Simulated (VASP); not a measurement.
Output of a VASP run:

File OSZICAR:
```
...
DAV:  12    -0.123587948300E+02   -0.66927E+00   -0.20165E+01  3190   0.159E+00    0.134E+00
DAV:  13    -0.530111293149E+02   -0.40652E+02   -0.17937E+02  2956   0.299E+00    0.128E+01
DAV:  14    -0.193473627163E+02    0.33664E+02   -0.90779E+01  2846   0.132E+01    0.237E+00
DAV:  15    -0.176528757244E+02    0.16945E+01   -0.24071E+01  2710   0.518E+00    0.211E+00
DAV:  16    -0.116555243233E+02    0.59974E+01   -0.20190E+01  2618   0.532E+00    0.697E-01
DAV:  17    -0.105076971216E+02    0.11478E+01   -0.39379E+00  2658   0.172E+00    0.121E-01
DAV:  18    -0.104791036349E+02    0.28593E-01   -0.20793E+00  2602   0.694E-01    0.764E-02
DAV:  19    -0.105284472570E+02   -0.49344E-01   -0.16362E-07  2462   0.152E-02    0.778E-02
DAV:  20    -0.118484144988E+02   -0.13200E+01   -0.14108E+00  2486   0.569E-01    0.739E-01
DAV:  21    -0.259140464776E+02   -0.14066E+02   -0.27783E+00  2494   0.129E+00    0.562E+00
DAV:  22    -0.224643581854E+02    0.34497E+01   -0.99621E+00  2468   0.236E+00    0.577E+00
DAV:  23    -0.130209382004E+02    0.94434E+01   -0.34362E+01  2496   0.454E+00    0.176E+00
DAV:  24    -0.120345371679E+02    0.98640E+00   -0.65896E+00  2378   0.259E+00    0.424E-01
DAV:  25    -0.104791012144E+02    0.15554E+01   -0.22872E+00  2462   0.738E-01    0.780E-02
DAV:  26    -0.107068460964E+02   -0.22774E+00   -0.12454E-03  2414   0.314E-02    0.973E-02
DAV:  27    -0.104791010198E+02    0.22775E+00   -0.12530E+00  2418   0.578E-01    0.584E-02
DAV:  28    -0.105095372732E+02   -0.30436E-01   -0.26947E-01  2390   0.208E-02    0.176E-01
DAV:  29    -0.108656571361E+02   -0.35612E+00   -0.10414E+00  2328   0.794E-01    0.247E-01
DAV:  30    -0.341105112914E+02   -0.23245E+02   -0.16046E+01  2410   0.843E-01    0.154E+00
DAV:  31    -0.105242399198E+02    0.23586E+02   -0.90954E+00  2372   0.445E+00    0.543E-02
DAV:  32    -0.125759102941E+02   -0.20517E+01   -0.30001E-01  2340   0.122E-01    0.110E+00
DAV:  33    -0.104791018564E+02    0.20968E+01   -0.17113E+00  2268   0.794E-01    0.522E-02
DAV:  34    -0.111964327270E+02   -0.71733E+00   -0.33433E-08  2292   0.761E-03    0.177E-01
DAV:  35    -0.109418810725E+02    0.25455E+00   -0.49743E+00  2294   0.131E-01    0.641E-02
DAV:  36    -0.104818052718E+02    0.46008E+00   -0.36301E-01  2312   0.985E-02    0.621E-02
DAV:  37    -0.104791021072E+02    0.27032E-02   -0.81707E-01  2250   0.204E-01    0.483E-02
DAV:  38    -0.106322390787E+02   -0.15314E+00   -0.77926E-03  2210   0.460E-03    0.105E-01
DAV:  39    -0.104791021526E+02    0.15314E+00   -0.87191E-01  2230   0.494E-01    0.474E-02
DAV:  40    -0.107853890654E+02   -0.30629E+00   -0.11368E-08  2200   0.390E-03    0.211E-01
DAV:  41    -0.112875723014E+02   -0.50218E+00   -0.16646E+00  2240   0.717E-01    0.471E-01
DAV:  42    -0.104791022194E+02    0.80847E+00   -0.29148E+00  2194   0.129E+00    0.492E-02
DAV:  43    -0.136526243522E+02   -0.31735E+01   -0.10878E-08  2168   0.292E-03    0.839E-01
DAV:  44    -0.109946241492E+02    0.26580E+01   -0.60469E+00  2210   0.191E+00    0.337E-01
DAV:  45    -0.109404015367E+02    0.54223E-01   -0.16020E+00  2192   0.789E-01    0.204E-01
DAV:  46    -0.105415851854E+02    0.39882E+00   -0.18195E+00  2196   0.527E-01    0.113E-01
DAV:  47    -0.104791005245E+02    0.62485E-01   -0.10751E+00  2178   0.415E-01    0.866E-02
DAV:  48    -0.104791022587E+02   -0.17342E-05   -0.49056E-08  2122   0.541E-03    0.764E-02
DAV:  49    -0.104791024430E+02   -0.18430E-06   -0.42635E-08  2102   0.741E-03
   1 F= -.10479102E+02 E0= -.10478288E+02  d E =-.162811E-02  mag=     0.0000     0.0000    -0.0000
       N       E                     dE             ncg
```

OUTCAR:
```
------------------------ aborting loop because EDIFF is reached ----------------------------------------
  FORCE on cell =-STRESS in cart. coord.  units (eV):
  Direction    XX          YY          ZZ          XY          YZ          ZX
  --------------------------------------------------------------------------------------
  Total       -0.0990553     -0.0990553     -0.0876785      0.0000000      0.0000000      0.0000000
  in kB       -2.7223372     -2.7223365     -2.4096689      0.0000000      0.0000000      0.0000000
  external PRESSURE =      -2.6181142 kB  Pullay stress =       0.0000000 kB
  volume of cell :       58.30
      direct lattice vectors                 reciprocal lattice vectors
     1.762303716 -3.052399151  0.000000000     0.283719540 -0.163805576  0.000000000
     1.762303716  3.052399151  0.000000000     0.283719540  0.163805576  0.000000000
     0.000000000  0.000000000  5.418690833     0.000000000  0.000000000  0.184546421
 POSITION                                       TOTAL-FORCE (eV/Angst)
 -----------------------------------------------------------------------------------
      1.76230      1.01747      1.35467         0.000000      0.000000      0.000000
      1.76230     -1.01747      4.06402        -0.000000     -0.000000     -0.000000
 -----------------------------------------------------------------------------------
    total drift:                                0.000000      0.000000      0.000000
  FREE ENERGIE OF THE ION-ELECTRON SYSTEM (eV)
  ---------------------------------------------------
  free  energy   TOTEN  =       -10.4791024430 eV

  energy  without entropy=      -10.4774743290  energy(sigma->0) =      -10.47828839

 Ion:    1  E_soc:     -0.6158996

 Ion:    2  E_soc:     -0.6158996
```
(Selected blocks of OUTCAR.)

**POSCAR**
```
Er
1
    1.7623037163    -3.0523991507     0.0000000000
    1.7623037163     3.0523991507     0.0000000000
    0.0000000000     0.0000000000     5.4186908325
Er
2
Direct
  0.3333330000   0.6666670000   0.2500000000
  0.6666670000   0.3333330000   0.7500000000
```

Task: Reconstruct the remaining input files.

Result: One answer among several that fit: the input of the run itself, PBEsol GGA with spin-orbit coupling, plane waves, VASP's PBE PAW potentials (set 64).

**KPOINTS_OPT**
```
k-points along high-symmetry lines
5
Line-mode
Reciprocal
  0.000000   0.000000   0.000000 ! GAMMA
  0.000000   0.500000   0.000000 ! M

  0.000000   0.500000   0.000000 ! M
 -0.333333   0.666667   0.000000 ! K

 -0.333333   0.666667   0.000000 ! K
  0.000000   0.000000   0.000000 ! GAMMA

  0.000000   0.000000   0.000000 ! GAMMA
  0.000000   0.000000   0.500000 ! A

  0.000000   0.000000   0.500000 ! A
  0.000000   0.500000   0.500000 ! L

  0.000000   0.500000   0.500000 ! L
 -0.333333   0.666667   0.500000 ! H

 -0.333333   0.666667   0.500000 ! H
  0.000000   0.000000   0.500000 ! A

  0.000000   0.500000   0.500000 ! L
  0.000000   0.500000   0.000000 ! M

 -0.333333   0.666667   0.500000 ! H
 -0.333333   0.666667   0.000000 ! K
```

**INCAR**
```
! general
SYSTEM      =  Er
PREC        =  Accurate
ENCUT       =  400
LREAL       =  .False.
LASPH       =  .True.

! electronic loop
EDIFF       =  1E-6
NELM        =  100
ALGO        =  Normal
LMAXMIX     =  6

! smearing
ISMEAR      =  0
SIGMA       =  0.05

! functional
GGA         =  PS
GGA_COMPAT  =  .False.

! spin
MAGMOM      =  6*0
LSORBIT     =  .True.

! output
LWAVE       =  .False.
LCHARG      =  .False.
```

### KPOINTS
```
Automatic mesh
0
gamma
  11 11 6
0 0 0
```

POTCAR, in this order: Er_3 (PBE.64 set). Program: vasp_ncl.

The 4f electrons are frozen in the core of the lanthanide potential, so 4f levels, which can set the real gap, and their magnetism are missing.

The compound is Er in the hcp structure. It was relaxed first.
